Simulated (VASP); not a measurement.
Data:

```
CELL_PARAMETERS angstrom
      2.14143    -3.70907     0.00000
      2.14143     3.70907     0.00000
      0.00000     0.00000     8.20080
ATOMIC_POSITIONS crystal
  Mg 0.00000 0.00000 0.00000
  I  0.33333 0.66667 0.20440
  I  0.66667 0.33333 0.79560
```

The numbers are results of RPBE GGA, VASP's PBE PAW potentials (set 64) (plane waves; VASP), not measurements. Settings: 520 eV cut-off, 7×7×3 Γ-centred mesh, tetrahedra with Blöchl corrections, potentials Mg I.

The cores are frozen, which limits the accuracy of field gradients. Without a dispersion term in the relaxation, distances and binding between the weakly bound layers, chains or molecules are unreliable, and so is what depends on them.

Problem. Give the principal components of the electric field gradient (V/Å²) and the asymmetry η at each nucleus.

Solution. 
| atom | Vxx | Vyy | Vzz | η |
|---|---|---|---|---|
| Mg1 | -0.4 | -0.4 | 0.7 | 0.00 |
| I2 | 31.2 | 31.2 | -62.5 | 0.00 |
| I3 | 31.2 | 31.2 | -62.5 | 0.00 |

The compound is MgI2 in the 1T layered structure. It was relaxed first, which changed the volume by +27 %.
